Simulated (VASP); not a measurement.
# NaSc2O3 (P6/mmm) in VASP: further runs

The runs below take NaSc2O3 through single point, relaxation of cell and atoms, with PBE.

Program: VASP 6.6.1. These are calculated values, not measurements. Logs are shortened: lines on timing, memory, paths and dates and some standing lists are left out, and cuts for length are marked.

### 1 Starting point

The structure is hexagonal, space group P6/mmm (No. 191). Conventional cell: a = 5.633 Å, b = 5.633 Å, c = 2.852 Å, α = 90.00°, β = 90.00°, γ = 120.00°. Na (site symmetry 6/mmm) has 2 Na at 2.85 Å and 12 O at 3.16 Å and 6 Sc at 3.25 Å as nearest neighbours. Around Sc (site symmetry -6m2) lie 6 O at 2.16 Å. O (site symmetry mmm) has 4 Sc at 2.16 Å as nearest neighbours.

The cell was built by a generator and needn't be a form met in nature.

### 2 Single point, PBE

The input, INCAR:

```
PREC = Accurate
ENCUT = 520
EDIFF = 1E-7
ISMEAR = 0
SIGMA = 0.1
LREAL = False
LASPH = True
NELM = 100
ALGO = Normal
ISIF = 2
LWAVE = False
LCHARG = True
GGA = PE
LELF = True
LVHAR = True
NBANDS = 32
```

The input, KPOINTS:

```
regular mesh
0
Gamma
  3 3 6
```

The input, POSCAR:

```
NaSc2O3
1.0
    5.6334730124     -0.0000000027      0.0000000000
   -2.8167365039      4.8787307416      0.0000000000
    0.0000000000      0.0000000000      2.8523663499
Na Sc O
1 2 3
Direct
    0.0000000000      0.0000000000      0.5000000000
    0.3333333333      0.6666666667      0.5000000000
    0.6666666667      0.3333333333      0.5000000000
    0.5000000000      0.5000000000      0.0000000000
    0.0000000000      0.5000000000      0.0000000000
    0.5000000000      0.0000000000      0.0000000000
```

Potentials or basis: VASP PAW PBE potentials, release 64 (Na_pv, Sc_sv, O).

Command:

```console
$ cat potpaw_PBE.64/Na_pv/POTCAR potpaw_PBE.64/Sc_sv/POTCAR potpaw_PBE.64/O/POTCAR > POTCAR
$ mpirun -np 1 vasp_std > vasp.out
```

OUTCAR:

```text
PREC = Accurate
   ENCUT = 520
   EDIFF = 1E-7
   ISMEAR = 0
   LREAL = False
   LASPH = True
   NELM = 100
   ISIF = 2
   GGA = PE

 ion  position               nearest neighbor table
   1  0.000  0.000  0.500-
   2  0.333  0.667  0.500-   6 2.16   6 2.16   5 2.16   5 2.16   4 2.16   4 2.16   3 3.25   3 3.25
                             3 3.25
   3  0.667  0.333  0.500-   6 2.16   6 2.16   5 2.16   5 2.16   4 2.16   4 2.16   2 3.25   2 3.25
                             2 3.25
   4  0.500  0.500  0.000-   2 2.16   3 2.16   2 2.16   3 2.16
   5  0.000  0.500  0.000-   2 2.16   3 2.16   2 2.16   3 2.16
   6  0.500  0.000  0.000-   2 2.16   3 2.16   2 2.16   3 2.16

  LATTYP: Found a hexagonal cell.
 ALAT       =     5.6334730124
 C/A-ratio  =     0.5063246675

  Lattice vectors:

 A1 = (   5.6334730124,  -0.0000000027,   0.0000000000)
 A2 = (  -2.8167365039,   4.8787307416,   0.0000000000)
 A3 = (   0.0000000000,   0.0000000000,   2.8523663499)

Analysis of symmetry for initial positions (statically):
=====================================================================
 Subroutine PRICEL returns:
 Original cell was already a primitive cell.

 Routine SETGRP: Setting up the symmetry group for a
 hexagonal supercell.

 Subroutine GETGRP returns: Found 24 space group operations
 (whereof 24 operations were pure point group operations)
 out of a pool of 24 trial point group operations.

The static configuration has the point symmetry D_6h.

Analysis of symmetry for dynamics (positions and initial velocities):
=====================================================================
 Subroutine PRICEL returns:
 Original cell was already a primitive cell.

 Routine SETGRP: Setting up the symmetry group for a
 hexagonal supercell.

 Subroutine GETGRP returns: Found 24 space group operations
 (whereof 24 operations were pure point group operations)
 out of a pool of 24 trial point group operations.

The dynamic configuration has the point symmetry D_6h.

 Subroutine INISYM returns: Found 24 space group operations
 (whereof 24 operations are pure point group operations),
 and found     1 'primitive' translations

----------------------------------------------------------------------------------------

                                     Primitive cell

  volume of cell :      78.3950

  direct lattice vectors                    reciprocal lattice vectors
[... 85 lines left out ...]
   NSW    =      0    number of steps for IOM
   IBRION =     -1    ionic relax: 0-MD 1-quasi-New 2-CG
   NFREE  =      0    steps in history (QN), initial steepest desc. (CG)
   ISIF   =      2    stress and relaxation
   ISYM   =      2    0-nonsym 1-usesym 2-fastsym
   POTIM  = 0.5000    time-step for ionic-motion
   TEBEG  =    0.0;   TEEND  =   0.0 temperature during run
   PSTRESS=    0.0 pullay stress
   NELECT =      47.0000    total number of electrons
   NUPDOWN=      -1.0000    fix difference up-down
   EMIN   =  10.00;   EMAX   =-10.00  energy-range for DOS
   EFERMI =   0.00;   METHOD = LEGACY
   ISMEAR =     0;   SIGMA  =   0.10  broadening in eV -4-tet -1-fermi 0-gaus
   EFERMI_NEDOS =   21; number of points for ismear=-14 and -15
   IALGO  =     38    algorithm
   IMIX   =      4    mixing-type and parameters
     AMIX     =   0.40;   BMIX     =  1.00
     AMIX_MAG =   1.60;   BMIX_MAG =  1.00
  volume/ion in A,a.u.               =      13.07        88.17
  Fermi-wavevector in a.u.,A,eV,Ry     =   1.380420  2.608616 25.926719  1.905560
  Thomas-Fermi vector in A             =   2.505299
   LORBIT       =      0    0 simple, 1 ext, 2 COOP (PROOUT), +10 PAW based schemes
   GGA     = PE    functional components
   LHFCALC =     F    Hartree Fock is set to
   AEXX    =    0.0000 exact exchange contribution
   IVDW    =     0    specifies the selected vdW correction
   LEPSILON=     F    determine dielectric tensor
   LRPA    =     F    only Hartree local field effects (RPA)
 non-spin polarized calculation
 Gauss-broadening in eV      SIGMA  =   0.10
  energy-cutoff  :      520.00
  volume of cell :       78.40
 maximum number of plane-waves:      2141
 NGX is ok and might be reduce to    42
   NGX = 21   NGY = 21   NGZ = 11

 number of electron      47.0000011 magnetization

 Free energy of the ion-electron system (eV)
  ---------------------------------------------------
  ext. energy  EPLUGINS =         0.00000000
  ---------------------------------------------------
  free energy    TOTEN  =       -44.80131130 eV

  energy without entropy =      -44.78903717  energy(sigma->0) =      -44.79517424

 E-fermi :   5.8206     XC(G=0): -10.3611

 val. band max:        5.8117857115   @ k =   0.3333   0.3333   0.0000
 cond. band min:       5.8320658228   @ k =   0.3333   0.3333   0.5000
 fundamental gap:      0.0202801113
 Fermi energy:         5.8206300509

 k-point     1 :       0.0000    0.0000    0.0000
  band No.  band energies     occupation
      1     -44.8156      2.00000
      2     -44.7724      2.00000
      3     -23.7754      2.00000
      4     -23.7754      2.00000
      5     -23.4503      2.00000
      6     -23.4503      2.00000
[... 409 lines left out ...]
     31       9.3207      0.00000
     32       9.3207      0.00000

------------------------ aborting loop because EDIFF is reached ----------------------------------------

  FORCE on cell =-STRESS in cart. coord.  units (eV):
  Direction    XX          YY          ZZ          XY          YZ          ZX
  --------------------------------------------------------------------------------------
  -------------------------------------------------------------------------------------
  Total        0.2745378      0.2745378      0.5141862     -0.0000000      0.0000000      0.0000000
  in kB        5.6107942      5.6107942     10.5085469     -0.0000000      0.0000000      0.0000000
  external PRESSURE =       7.2433785 kB  Pullay stress =       0.0000000 kB

 VOLUME and BASIS-vectors are now :
 -----------------------------------------------------------------------------
  energy-cutoff  :      520.00
  volume of cell :       78.40
      direct lattice vectors                 reciprocal lattice vectors
     5.633473012 -0.000000003  0.000000000     0.177510392  0.102485672  0.000000000
    -2.816736504  4.878730742  0.000000000     0.000000000  0.204971345  0.000000000
     0.000000000  0.000000000  2.852366350     0.000000000  0.000000000  0.350586102

 POSITION                                       TOTAL-FORCE (eV/Angst)
 -----------------------------------------------------------------------------------
      0.00000      0.00000      1.42618        -0.000000     -0.000000     -0.000000
      0.00000      3.25249      1.42618        -0.000000      0.000000      0.000000
      2.81674      1.62624      1.42618         0.000000     -0.000000     -0.000000
      1.40837      2.43937      0.00000        -0.000000     -0.000000     -0.000000
     -1.40837      2.43937      0.00000        -0.000000     -0.000000     -0.000000
      2.81674     -0.00000      0.00000        -0.000000     -0.000000     -0.000000
 -----------------------------------------------------------------------------------
    total drift:                                0.000000      0.000000     -0.000000

  FREE ENERGIE OF THE ION-ELECTRON SYSTEM (eV)
  ---------------------------------------------------
  free  energy   TOTEN  =       -44.8013113033 eV

  energy  without entropy=      -44.7890371731  energy(sigma->0) =      -44.79517424
```

OSZICAR:

```text
N       E                     dE             d eps       ncg     rms          rms(c)
DAV:   1     0.788224196947E+03    0.78822E+03   -0.22506E+04   768   0.170E+03
DAV:   2     0.818533777196E+02   -0.70637E+03   -0.68375E+03   768   0.585E+02
DAV:   3    -0.488843488534E+02   -0.13074E+03   -0.12610E+03  1216   0.229E+02
DAV:   4    -0.553618340768E+02   -0.64775E+01   -0.64172E+01  1216   0.555E+01
DAV:   5    -0.554644286511E+02   -0.10259E+00   -0.10228E+00  1128   0.849E+00    0.219E+01
DAV:   6    -0.454399888535E+02    0.10024E+02   -0.55185E+01  1256   0.564E+01    0.970E+00
DAV:   7    -0.450198772838E+02    0.42011E+00   -0.42648E+00  1152   0.172E+01    0.641E+00
DAV:   8    -0.448106232895E+02    0.20925E+00   -0.71226E-01  1120   0.854E+00    0.143E+00
DAV:   9    -0.448026407023E+02    0.79826E-02   -0.33439E-02  1168   0.197E+00    0.534E-01
DAV:  10    -0.448019482716E+02    0.69243E-03   -0.16050E-02  1248   0.111E+00    0.282E-01
DAV:  11    -0.448013332555E+02    0.61502E-03   -0.33305E-03   992   0.357E-01    0.626E-02
DAV:  12    -0.448013127410E+02    0.20515E-04   -0.23165E-04  1256   0.210E-01    0.325E-02
DAV:  13    -0.448013128419E+02   -0.10093E-06   -0.12524E-05   928   0.298E-02    0.127E-02
DAV:  14    -0.448013113077E+02    0.15342E-05   -0.77084E-06  1216   0.273E-02    0.164E-03
DAV:  15    -0.448013113033E+02    0.44774E-08   -0.66770E-07  1072   0.842E-03
   1 F= -.44801311E+02 E0= -.44795174E+02  d E =-.122741E-01
```

Run time: 16 s. Hardware: 1 thread of Intel Xeon 6975P-C (Granite Rapids), shared host; peak memory 0.2 GiB.

Results:

- Free energy: -44.8013 eV
- Pressure: 0.7 GPa
- Band gap on the k mesh: none (metal or under the smearing width)

Caveat: the k mesh is coarse (spacing up to 0.43 Å⁻¹), so the values aren't converged; an odd number of electrons without spin polarisation forces a metal; a magnetic or distorted state may lie lower.

### 3 Relaxation of cell and atoms, PBE

This run uses another cell than the first one, of 16.53 Å³/atom, 1.265 times its volume.

The input, INCAR:

```
ALGO = Normal
EDIFF = 1E-6
EDIFFG = -0.04
ENCUT = 600
GGA = PE
IBRION = 2
ISIF = 3
ISMEAR = 0
LASPH = True
LCHARG = False
LREAL = False
LWAVE = False
NELM = 100
NSW = 90
PREC = Accurate
SIGMA = 0.1
```

The input, KPOINTS:

```
k-points
0
Gamma
  3 3 6
```

The input, POSCAR:

```
NaSc2O3
1.0
    6.0324712100      0.0000000000      0.0000000000
   -3.0162356000      5.2242733100      0.0000000000
    0.0000000000      0.0000000000      3.1477542600
Na Sc O
1 2 3
Direct
    0.0000000000      0.0000000000      0.5000000000
    0.3333333300      0.6666666700      0.5000000000
    0.6666666700      0.3333333300      0.5000000000
    0.5000000000      0.5000000000      0.0000000000
    0.0000000000      0.5000000000      0.0000000000
    0.5000000000      0.0000000000      0.0000000000
```

Potentials or basis: VASP PAW PBE potentials, release 64 (Na_pv, Sc_sv, O).

Command:

```console
$ cat potpaw_PBE.64/Na_pv/POTCAR potpaw_PBE.64/Sc_sv/POTCAR potpaw_PBE.64/O/POTCAR > POTCAR
$ mpirun -np 1 vasp_std > vasp.out
```

It took 1.8 min on 1 thread of Intel Xeon 6975P-C (Granite Rapids), shared host; peak memory 0.27 GiB.

It converged, with:

```yaml
Free_energy: -44.8443 eV
Relaxed_volume: 13.12 Å³/atom
Relaxed_cell: a = 5.639 Å, b = 5.639 Å, c = 2.858 Å, α = 90.00°, β = 90.00°, γ = 120.00°
Space_group_after_relaxing_to_0.05_Å: P6/mmm (No. 191)
Energy_gained_by_relaxing: 257.9 meV/atom
Ionic_steps: 8
Pressure_after_relaxing: 0.0 GPa
Band_gap_on_the_k_mesh: none (metal or under the smearing width)
```

The path:
| step | energy change (eV) | largest force (eV/Å) | pressure (GPa) | volume (Å³) |
| --- | --- | --- | --- | --- |
| 1 | 0.0000 | 0.0000 | -18.65 | 99.20 |
| 2 | -1.2979 | 0.0000 | 11.01 | 73.94 |
| 3 | -1.5269 | 0.0000 | -0.82 | 79.70 |
| 4 | -1.5261 | 0.0000 | -0.22 | 79.34 |
| 5 | -1.5456 | 0.0000 | 0.72 | 78.39 |
| 6 | -1.5458 | 0.0000 | 0.85 | 78.27 |
| 7 | -1.5466 | 0.0000 | -0.53 | 79.03 |
| 8 | -1.5472 | 0.0000 | 0.00 | 78.73 |

Final structure:
```yaml
crystal:
  lattice:
    - [5.63932, 0.00000, 0.00000]
    - [-2.81966, 4.88379, 0.00000]
    - [0.00000, 0.00000, 2.85848]
  atoms:
    - { symbol: Na, position: [0.00000, 0.00000, 0.50000] }
    - { symbol: Sc, position: [0.33333, 0.66667, 0.50000] }
    - { symbol: Sc, position: [0.66667, 0.33333, 0.50000] }
    - { symbol: O, position: [0.50000, 0.50000, 0.00000] }
    - { symbol: O, position: [0.00000, 0.50000, 0.00000] }
    - { symbol: O, position: [0.50000, 0.00000, 0.00000] }
```

Levels at points of the mesh, in eV from the Fermi level:
| k point | band 21 | band 22 | band 23 | band 24 | band 25 | band 26 |
| --- | --- | --- | --- | --- | --- | --- |
| (0.00, 0.00, 0.00) | -4.38 | -4.02 | -3.84 | -2.37 | -0.10 | 1.24 |
| (0.00, 0.00, 0.50) | -4.23 | -4.23 | -3.43 | 0.38 | 0.38 | 2.15 |

Caveat: the k mesh is coarse (spacing up to 0.40 Å⁻¹), so the values aren't converged; the volume moved by over 15 % at a fixed basis, so the end points are rough; an odd number of electrons without spin polarisation forces a metal; a magnetic or distorted state may lie lower.

### 4 Single point, PBE

The input, INCAR:

```
SYSTEM = NaSc2O3
ALGO     = Fast           ! electronic algorithm
EDIFF    = 1E-7           ! SCF threshold, eV
ENCUT    = 520            ! plane-wave cutoff, eV
GGA      = PE             ! functional
ISIF     = 2              ! what is computed and relaxed
ISMEAR   = 0              ! smearing method
LASPH    = .True.         ! aspherical terms in the spheres
LCHARG   = .False.        ! write CHGCAR
LREAL    = .False.        ! projectors in reciprocal space
LWAVE    = .False.        ! write WAVECAR
NBANDS   = 32             ! bands
NELM     = 100            ! most SCF steps
PREC     = Accurate       ! precision mode
SIGMA    = 0.1            ! smearing width, eV
```

The input, KPOINTS:

```
k-points
0
Gamma
  6 6 6
  0 0 0
```

The input, POSCAR:

```
NaSc2O3
1.0
    5.6217596909      0.0000000000      0.0000000000
   -2.8108798455      4.8685867063      0.0000000000
    0.0000000000      0.0000000000      2.8603279363
Na Sc O
1 2 3
Direct
    0.0000000000      0.0000000000      0.5000000000
    0.3333333333      0.6666666667      0.5000000000
    0.6666666667      0.3333333333      0.5000000000
    0.5000000000      0.5000000000      0.0000000000
    0.0000000000      0.5000000000      0.0000000000
    0.5000000000      0.0000000000      0.0000000000
```

Command:

```console
$ cat potpaw_PBE.64/Na_pv/POTCAR potpaw_PBE.64/Sc_sv/POTCAR potpaw_PBE.64/O/POTCAR > POTCAR
$ mpirun -np 1 vasp_std > vasp.out
```

Run time: 50 s. Hardware: 1 thread of Intel Xeon 6975P-C (Granite Rapids), shared host; peak memory 0.23 GiB.

Results (log left out):

| Property | Result |
| --- | --- |
| Free energy | -44.7758 eV |
| Pressure | 0.7 GPa |
| Band gap on the k mesh | none (metal or under the smearing width) |

Stress tensor (GPa, compression positive):
```
0.54 0.00 0.00
0.00 0.54 0.00
0.00 0.00 1.06
```

Levels at points of the mesh, in eV from the Fermi level:
| k point | band 20 | band 21 | band 22 | band 23 | band 24 | band 25 | band 26 | band 27 | band 28 | band 29 |
| --- | --- | --- | --- | --- | --- | --- | --- | --- | --- | --- |
| (0.00, 0.00, 0.00) | -4.43 | -4.43 | -4.10 | -3.90 | -2.44 | -0.12 | 1.22 | 1.22 | 1.88 | 2.28 |
| (0.50, 0.00, 0.00) | -4.97 | -4.84 | -4.49 | -4.37 | -0.58 | -0.11 | 1.28 | 1.66 | 1.77 | 2.29 |
| (0.00, 0.00, 0.50) | -5.91 | -4.29 | -4.29 | -3.49 | 0.33 | 0.33 | 2.14 | 2.14 | 2.24 | 2.69 |
| (0.50, 0.00, 0.50) | -6.04 | -4.96 | -4.88 | -3.81 | -0.12 | 1.19 | 1.60 | 2.16 | 2.82 | 2.99 |

Caveat: the k mesh is coarse (spacing up to 0.37 Å⁻¹), so the values aren't converged; an odd number of electrons without spin polarisation forces a metal; a magnetic or distorted state may lie lower.

### 5 Relaxation of cell and atoms, PBE

The input, INCAR:

```
PREC = Accurate
ENCUT = 600
EDIFF = 1E-6
ISMEAR = 0
SIGMA = 0.1
LREAL = F
LASPH = T
NELM = 100
ALGO = Normal
ISIF = 3
LWAVE = F
LCHARG = F
GGA = PE
IBRION = 2
NSW = 90
EDIFFG = -0.04
```

The input, KPOINTS:

```
regular mesh
0
Gamma
  6 6 6
```

Changes to POSCAR since step 4:

```diff
@@ -2,5 +2,5 @@
 1.0
-    5.6217596909      0.0000000000      0.0000000000
-   -2.8108798455      4.8685867063      0.0000000000
-    0.0000000000      0.0000000000      2.8603279363
+    5.6334730124      0.0000000000      0.0000000000
+   -2.8167365062      4.8787307403      0.0000000000
+    0.0000000000      0.0000000000      2.8523663499
 Na Sc O
```

Command:

```console
$ cat potpaw_PBE.64/Na_pv/POTCAR potpaw_PBE.64/Sc_sv/POTCAR potpaw_PBE.64/O/POTCAR > POTCAR
$ mpirun -np 1 vasp_std > vasp.out
```

It took 61 s on 1 thread of Intel Xeon 6975P-C (Granite Rapids), shared host; peak memory 0.27 GiB.

Results (log left out):

| Property | Result |
| --- | --- |
| Free energy | -44.7839 eV |
| Relaxed volume | 13.13 Å³/atom |
| Relaxed cell | a = 5.634 Å, b = 5.634 Å, c = 2.866 Å, α = 90.00°, β = 90.00°, γ = 120.00° |
| Space group after relaxing (to 0.05 Å) | P6/mmm (No. 191) |
| Energy gained by relaxing | 0.3 meV/atom |
| Ionic steps | 3 |
| Pressure after relaxing | -0.2 GPa |
| Band gap on the k mesh | none (metal or under the smearing width) |

Stress tensor (GPa, compression positive):
```
-0.24  0.00  0.00
 0.00 -0.24  0.00
 0.00  0.00  0.02
```

The path:
```csv
step,energy change (eV),largest force (eV/Å),pressure (GPa),volume (Å³)
1,0.0000,0.0000,0.60,78.40
2,-0.0015,0.0000,-0.55,78.95
3,-0.0020,0.0000,-0.16,78.76
```

Final structure:
```yaml
crystal:
  lattice:
    - [5.63369, 0.00000, 0.00000]
    - [-2.81685, 4.87892, 0.00000]
    - [0.00000, 0.00000, 2.86554]
  atoms:
    - { symbol: Na, position: [0.00000, 0.00000, 0.50000] }
    - { symbol: Sc, position: [0.33333, 0.66667, 0.50000] }
    - { symbol: Sc, position: [0.66667, 0.33333, 0.50000] }
    - { symbol: O, position: [0.50000, 0.50000, 0.00000] }
    - { symbol: O, position: [0.00000, 0.50000, 0.00000] }
    - { symbol: O, position: [0.50000, 0.00000, 0.00000] }
```

Levels at points of the mesh, in eV from the Fermi level:
| k point | band 22 | band 23 | band 24 | band 25 | band 26 | band 27 |
| --- | --- | --- | --- | --- | --- | --- |
| (0.00, 0.00, 0.00) | -4.09 | -3.88 | -2.42 | -0.12 | 1.20 | 1.20 |
| (0.50, 0.00, 0.00) | -4.48 | -4.36 | -0.58 | -0.11 | 1.26 | 1.65 |
| (0.00, 0.00, 0.50) | -4.27 | -3.47 | 0.33 | 0.33 | 2.11 | 2.11 |
| (0.50, 0.00, 0.50) | -4.85 | -3.80 | -0.12 | 1.18 | 1.59 | 2.14 |

Caveat: the k mesh is coarse (spacing up to 0.37 Å⁻¹), so the values aren't converged; an odd number of electrons without spin polarisation forces a metal; a magnetic or distorted state may lie lower.

### 6 Summary

```tsv
task	cell	k mesh	cutoff (eV)	gap on the mesh (eV)	pressure (GPa)	relaxed volume (Å³/atom)
single point	P6/mmm, 13.07 Å³/atom	3 × 3 × 6	520	none	0.7	-
relaxation of cell and atoms	relaxed	3 × 3 × 6	600	none	0.0	13.12
single point	P6/mmm, 13.05 Å³/atom	6 × 6 × 6	520	none	0.7	-
relaxation of cell and atoms	relaxed	6 × 6 × 6	600	none	-0.2	13.13
```

Alike in all rows: level PBE; potentials or basis VASP PAW PBE potentials, release 64 (Na_pv, Sc_sv, O); no spin polarisation; smearing gaussian 0.1 eV; the mesh is coarse, so values aren't converged.

Caveats: all runs use coarse meshes; an odd number of electrons without spin polarisation forces a metal; a magnetic or distorted state may lie lower; the volume moved by over 15 % at a fixed basis, so the end points are rough (some runs).

Total energies depend on the potentials used, so only differences within one code and one set of settings carry meaning.
